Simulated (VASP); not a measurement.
Here is a VASP 6.6.1 calculation.

Contents of INCAR:

```
SYSTEM = Rb3TeBr
PREC     = Accurate       ! precision mode
ENCUT    = 520            ! plane-wave cutoff, eV
EDIFF    = 1E-7           ! SCF threshold, eV
ISMEAR   = 0              ! smearing method
SIGMA    = 0.05           ! smearing width, eV
LREAL    = .False.        ! projectors in reciprocal space
LASPH    = .True.         ! aspherical terms in the spheres
NELM     = 100            ! most SCF steps
ALGO     = Normal         ! electronic algorithm
ISIF     = 2              ! what is computed and relaxed
LWAVE    = .False.        ! write WAVECAR
LCHARG   = .False.        ! write CHGCAR
NBANDS   = 28             ! bands
```

The input KPOINTS:

```
Automatic mesh
0
Gamma
  4 4 4
  0 0 0
```

POSCAR

```
Rb3TeBr
1.0
    7.4600000000      0.0000000000      0.0000000000
    0.0000000000      7.4600000000      0.0000000000
    0.0000000000      0.0000000000      7.4600000000
Br Te Rb
1 1 3
Direct
    0.0000000000      0.0000000000      0.0000000000
    0.5000000000      0.5000000000      0.5000000000
    0.5000000000      0.5000000000      0.0000000000
    0.5000000000      0.0000000000      0.5000000000
    0.0000000000      0.5000000000      0.5000000000
```

Potentials or basis: VASP PAW LDA potentials, release 64 (Br, Te, Rb_sv).

Run with:

```console
$ cat potpaw_LDA.64/Br/POTCAR potpaw_LDA.64/Te/POTCAR potpaw_LDA.64/Rb_sv/POTCAR > POTCAR
$ mpirun -np 1 vasp_std > vasp.out
```

Estimate the pressure.

-1.5 GPa.

What does it give for the band gap on the k mesh?

1.43 eV, direct.

Caveat: spin-orbit coupling is left out, which moves the levels of the heavy elements. A k mesh can miss the band edges.
